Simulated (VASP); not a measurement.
**Cd4S2Se2 (ordered alloy cell): computed properties**

The numbers are results of PBEsol GGA, VASP's PBE PAW potentials (set 64) (plane waves; VASP), not measurements.

```yaml
space_group: P3m1 (156)
cell: a = b = 4.210 Å, c = 13.735 Å, α = β = 90.00°, γ = 120.00°
volume_per_atom: 26.35 Å³/atom
band gap (over mesh and band path): 0.63 eV
smallest direct gap (over mesh and band path): 0.63 eV
band_edge_character: direct, Γ to Γ
density: 5.29 g/cm³
```

```cif
data_Cd4S2Se2
_chemical_formula_sum 'Cd4 Se2 S2'
_space_group_name_H-M_alt 'P 1'
_space_group_IT_number 1
_cell_length_a 4.21014
_cell_length_b 4.21014
_cell_length_c 13.73486
_cell_angle_alpha 90.000
_cell_angle_beta 90.000
_cell_angle_gamma 120.000
loop_
_space_group_symop_operation_xyz
  'x, y, z'
loop_
_atom_site_label
_atom_site_type_symbol
_atom_site_fract_x
_atom_site_fract_y
_atom_site_fract_z
_atom_site_occupancy
Cd1 Cd 0.66667 0.33333 0.25057 1
Cd2 Cd 0.33333 0.66667 0.98973 1
Cd3 Cd 0.66667 0.33333 0.75015 1
Cd4 Cd 0.33333 0.66667 0.51110 1
Se1 Se 0.66667 0.33333 0.44184 1
Se2 Se 0.33333 0.66667 0.18163 1
S1 S 0.66667 0.33333 0.93428 1
S2 S 0.33333 0.66667 0.69469 1
```

The structure was generated: Cd4S2Se2 was put into an ordered model structure (P3m1), which need not be its known phase. It was relaxed first. Symmetry was kept, so distortions that lower it aren't found.
